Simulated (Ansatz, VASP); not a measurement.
# Cross-check of BAs between VASP and Ansatz, part 2 of 2

Wanted: the spread between two codes on one cell, functional and k mesh. The cell is taken from a series of runs on this material, whose earlier steps may have relaxed, scaled, displaced or heated it; both programs get it as it stands.

VASP 6.6.1 and Ansatz 0.2.0.

So far. Step 3 (VASP: single point, PBE): The run ends at a pressure of 0.64 GPa.

## Step 5: Ansatz: single point, r2SCAN, spin-orbit coupling

Level of this step: Ansatz beside VASP: Kohn-Sham DFT, plane waves, r2SCAN, spin-orbit coupling (Ansatz).

With cell and atoms fixed, the geometry can't cause a difference; cores, projectors, grids and the points listed under the comparison can. The cell compared in this pair holds 27.25 Å³, against 27.80 Å³ for the pair before.

The cell is taken from a series of runs on this material, whose earlier steps may have relaxed, scaled, displaced or heated it; both programs get it as it stands.

input.yaml reads:

```yaml
crystal:
  lattice:
    - [0.0, 2.3885, 2.3885]
    - [2.3885, 0.0, 2.3885]
    - [2.3885, 2.3885, 0.0]
  atoms:
    - { symbol: B, position: [0.0, 0.0, 0.0] }
    - { symbol: As, position: [0.25, 0.25, 0.25] }
kpoints:
  mp_grid: { grid: [8, 8, 8] }
  band_path:
    path:
      - [0.0, 0.0, 0.0]
      - [-0.5, -0.5, 0.0]
      - [-0.375, -0.375, 0.25]
      - [-0.375, 0.0, 0.375]
      - [0.0, 0.0, 0.5]
      - [-0.5, -0.25, 0.25]
      - [-0.4, -0.4, 0.0]
    npoints: 1
hamiltonian:
  xc: r2scan
scf:
  occupations: { method: fixed }
  n_extra_bands: 8
magnetization:
  noncollinear: true
  spin_orbit: true
output:
  eigenvalues: true
  write_density: true
  write_potential: true
  elf: true
  volumetric_format: npy
```

Launch:

```sh
$ ansatz run input.yaml --threads 3 --pin off --max-ram 92160MiB --backend cuda --devices 1 --max-vram 13GiB --events-out ev --progress --plain --runs-dir out
```

Numbers of over 12 decimals in the logs are rounded to 6 here.

Log:

```text
[...]
GPUs: using 1 of 1 available (devices: 1).
[...]
non-collinear run that drives no moment, with spin-orbit: no starting moment large enough to seed its density (crystal.atoms[].spin), no starting occupations that ask for one, no magnetisation constraint and no magnetic field, so the semilocal B_xc is pinned to zero
[...]
GPU FFT provider: cuFFT
[...]
k-point 0: bands = [... 14 lower, 11.1050, 11.1050, 11.1050, 11.1050, 14.3477, 14.3477, 14.5484, 14.5484, ... 4 higher]
  k-point 1: bands = [... 14 lower, 10.5013, 10.5013, 10.6368, 10.6385, 14.6886, 14.6886, 15.0426, 15.0426, ... 4 higher]
  k-point 2: bands = [... 14 lower, 9.7407, 9.7407, 9.8813, 9.8834, 14.3902, 14.3902, 15.8952, 15.8952, ... 4 higher]
  k-point 28: bands = [... 14 lower, 5.2211, 5.3623, 5.6011, 5.6180, 16.7360, 16.7436, 17.5013, 17.5035, ... 4 higher]
[key lines of the parts left out:]
SCF converged after 7 iterations
Magnetization: |M| = 0.0000 μB,  M = (+0.0000, +0.0000, +0.0000) μB
Free energy (F): -5018.329466 eV
Fermi energy:    11.105028 eV
```

## Step 6: VASP: single point, r2SCAN, spin-orbit coupling

The same cell, functional and mesh now go to VASP, with its own data sets.

INCAR reads:

```
SYSTEM = BAs
PREC = Accurate
ENCUT = 460
EDIFF = 1E-06
NELM = 200
ISMEAR = 0
SIGMA = 0.01
LREAL = .FALSE.
ALGO = Normal
METAGGA = R2SCAN
LASPH = .TRUE.
LNONCOLLINEAR = .TRUE.
MAGMOM = 0 0 0 0 0 0
NBANDS = 20
GGA_COMPAT = .FALSE.
LSORBIT = .TRUE.
LORBIT = 11
LWAVE = .FALSE.
LCHARG = .FALSE.
ISIF = 2
EFERMI = MIDGAP
LMIXTAU = .TRUE.
```

POSCAR reads:

```
BAs
1.0
    0.0000000000      2.3885000000      2.3885000000
    2.3885000000      0.0000000000      2.3885000000
    2.3885000000      2.3885000000      0.0000000000
B As
1 1
Direct
    0.0000000000      0.0000000000      0.0000000000
    0.2500000000      0.2500000000      0.2500000000
```

KPOINTS reads:

```
Automatic mesh
0
Gamma
8 8 8
0 0 0
```

PAW data sets: B and As (PBE family, release 64).

Launch:

```sh
$ mpirun -np 1 vasp_ncl
```

Log:

```text
[banner, memory and clock lines left out]
running    1 mpi-ranks, on    1 nodes
[...]
|                                                                             |
|               ----> ADVICE to this user running VASP <----                  |
|                                                                             |
|     You enforced a specific xc type in the INCAR file but a different       |
|     [... a line on the potential file left out ...]
|     I HOPE YOU KNOW WHAT YOU ARE DOING!                                     |
|                                                                             |

 LDA part: xc-table for (None), standard interpolation
 POSCAR, INCAR and KPOINTS ok, starting setup
[...]
entering main loop
       N       E                     dE             d eps       ncg     rms          rms(c)
DAV:   1     0.560116395088E+01    0.56012E+01   -0.31537E+03  1720   0.661E+02
DAV:   2    -0.226240162022E+02   -0.28225E+02   -0.25991E+02  2368   0.131E+02
DAV:   3    -0.238536687648E+02   -0.12297E+01   -0.12167E+01  2092   0.238E+01
DAV:   4    -0.238584140619E+02   -0.47453E-02   -0.47441E-02  2068   0.171E+00
[...]
DAV:  13    -0.222624040722E+02   -0.77954E-04   -0.72606E-05  1980   0.750E-02    0.157E-02
DAV:  14    -0.222624306773E+02   -0.26605E-04   -0.20673E-05  1880   0.408E-02    0.466E-03
DAV:  15    -0.222624307760E+02   -0.98759E-07   -0.33010E-06  1900   0.204E-02
   1 F= -.22262431E+02 E0= -.22262431E+02  d E =0.000000E+00  mag=    -0.0000    -0.0000     0.0000
```

OUTCAR, selected parts (step 6):

```text
  Total        0.1472171      0.1472171      0.1472171     -0.0000000     -0.0000000     -0.0000000
  in kB        8.6549218      8.6549218      8.6549218     -0.0000000     -0.0000000     -0.0000000
  external PRESSURE =       8.6549218 kB  Pullay stress =       0.0000000 kB

 POSITION                                       TOTAL-FORCE (eV/Angst)
 -----------------------------------------------------------------------------------
      0.00000      0.00000      0.00000        -0.000000     -0.000000     -0.000000
      1.19425      1.19425      1.19425         0.000000      0.000000      0.000000
 -----------------------------------------------------------------------------------
    total drift:                                0.000000      0.000000      0.000000

  FREE ENERGIE OF THE ION-ELECTRON SYSTEM (eV)
  ---------------------------------------------------
  free  energy   TOTEN  =       -22.2624307760 eV

  energy  without entropy=      -22.2624307760  energy(sigma->0) =      -22.26243078

 magnetization (x)
# of ion       s       p       d       tot
------------------------------------------
    1       -0.000  -0.000   0.000  -0.000
    2        0.000   0.000  -0.000   0.000
--------------------------------------------------
tot         -0.000  -0.000  -0.000  -0.000

 magnetization (y)
# of ion       s       p       d       tot
------------------------------------------
    1        0.000   0.000   0.000   0.000
    2        0.000   0.000   0.000   0.000
--------------------------------------------------
tot          0.000   0.000   0.000   0.000

 magnetization (z)
# of ion       s       p       d       tot
------------------------------------------
    1       -0.000   0.000   0.000   0.000
    2       -0.000   0.000   0.000   0.000
--------------------------------------------------
tot         -0.000   0.000   0.000   0.000

[... 3 further parts left out ...]
[key lines of the parts left out:]
E-fermi :   6.7490
```

The run ends at a pressure of 0.87 GPa.

## Step 7: Differences

What differs besides the data sets and the points named for the pairs above, as far as they apply: spin-orbit coupling enters by fully relativistic files in Ansatz and inside the spheres in VASP; VASP keeps PBE cores, Ansatz makes them for the functional; fixed occupations in Ansatz, narrow Gaussian smearing in VASP; the data sets hold 18 valence electrons in Ansatz (on its fully relativistic PAW (standard-fr) files) and 8 in VASP; the cutoff is 500 eV in Ansatz and 460 eV in VASP. Total energies have different zeros and are not compared.

Compared:

| quantity | Ansatz | VASP | difference |
| --- | --- | --- | --- |
| gap on the k mesh (eV) | 1.315 | 1.314 | +0.001 |

A gap on the mesh is an upper bound, since the band edges may lie between its points.

## Step 8: Outcome

```
difference in gap on the k mesh (single point, PBE)                         : 0.0080 eV
difference in gap on the k mesh (single point, r2SCAN, spin-orbit coupling) : 0.0013 eV
```

In words: The difference in gap on the k mesh is 0.0080 eV (single point, PBE), within the 0.08 eV picked in this series as the mark of a large difference. The data sets hold unlike numbers of valence electrons (18 in Ansatz and 8 in VASP), so part of the differences may come from the potentials. Such differences can come from data sets, numerical settings and the points named under the comparisons, not from the functional's error against experiment.

[Lines on the potential files, build, host, timing and source positions are cut from VASP's logs without a mark.]

[Logs are printed without paths, hosts, clocks, repeated set-up lines and the standing remarks that a program may print on its own settings, such as how far it seeks lower states.]

[Hosts, paths, dates, database ids (printed as entryN), source tags and the programs' standing remarks are cut or masked in the printed files.]
